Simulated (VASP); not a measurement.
Energy against volume of Er (hcp). Calculation: PBE GGA, VASP's PBE PAW potentials (set 64) (plane waves; VASP). Numerical set-up: 520 eV cut-off, 12×12×7 Γ-centred mesh, first-order Methfessel-Paxton smearing of 0.10 eV, potentials Er_3.

The 4f electrons are frozen in the core of the lanthanide potential, so 4f levels, which can set the real gap, and their magnetism are missing.

Shape and ions are relaxed at each volume.

```tsv
V (Å³/atom)	E (eV/atom)
28.927	-4.47528
29.850	-4.48931
30.773	-4.49477
31.696	-4.49248
```

Q: Fit these four points and predict the energy of the run at 32.620 Å³/atom.

A: A cubic in V^(−2/3), the third-order Birch-Murnaghan form, passes through the four points with V0 = 30.95 Å³/atom and B0 = 44 GPa, and gives -4.4832 eV/atom there. The run gave -4.4833 eV/atom, -0.1 meV/atom from the fit; all five points give B0 = 44 GPa.

The compound is Er in the hcp structure. It was relaxed first.
